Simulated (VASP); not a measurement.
**TiC: energy against strain**

TiC (rock salt, Fm-3m, 10.166 Å³/atom and stress up to 0.01 GPa in the relaxed cell, cube axes along x, y and z) under a strain ε along a cube axis (axis z), the other axes held. r2SCAN in VASP (plane waves, PAW), 600 eV, 18×18×18 Γ-centred mesh, Methfessel-Paxton smearing 0.10 eV; ions are relaxed, or left where forces stay under 0.02 eV/Å, within the symmetry of each cell.

Here s stands for strain and y for E less E0.

| strain (%) | E less E0 (meV/atom) |
|---|---|
| -3.00 | ? |
| -1.50 | 4.26 |
| -1.00 | 1.91 |
| -0.50 | 0.51 |
| 0.00 | 0.00 |
| 0.50 | 0.34 |
| 1.00 | 1.48 |
| 1.50 | 3.37 |

**Question.** Using a parabola, estimate the missing y at s = -3.00 from the other rows, showing the fit.

**Answer.** Least squares gives y = 0.000 - 0.2643·s + 1.6952·s². Residuals (row less fit): 0.049, -0.050, -0.046, 0.000, 0.048, 0.049, -0.048; standard error 0.059 (degrees of freedom: 4). Twice the quadratic coefficient over the volume, 2 × 1.6952 meV × 10⁴ × 0.1602 / 10.166 Å³, is the elastic constant C11 = about 530 GPa. At the withheld row, y = 0.000 - 0.2643 × (-3.0) + 1.6952 × (-3.0)² = 16.050 meV/atom. The calculation gives 17.39 meV/atom, 1.340 meV/atom above the prediction (7.7 % of the range of y in the table). The row lies outside the fitted rows, so this is an extrapolation. From the scatter of the fitted rows alone, a prediction at this place has a standard error of 0.226 meV/atom, so the miss is 5.9 times that.

A polynomial of degree 3 through the 12 other runs of the series gives 17.37 there, so most of the miss is curvature that the fit leaves out. In a metal these values are sensitive to mesh and smearing; energies are taken to zero smearing, stresses follow the free energy. The runs aren't spin-polarised. Rows are the converged runs of the series near zero and its far end, less any whose ions stayed unrelaxed beside relaxed ones; series whose fitted rows scatter by over a few per cent of the range, as at a crossing or softening among them, aren't shown in this form. Most that stay on the fit to the last digits aren't either.
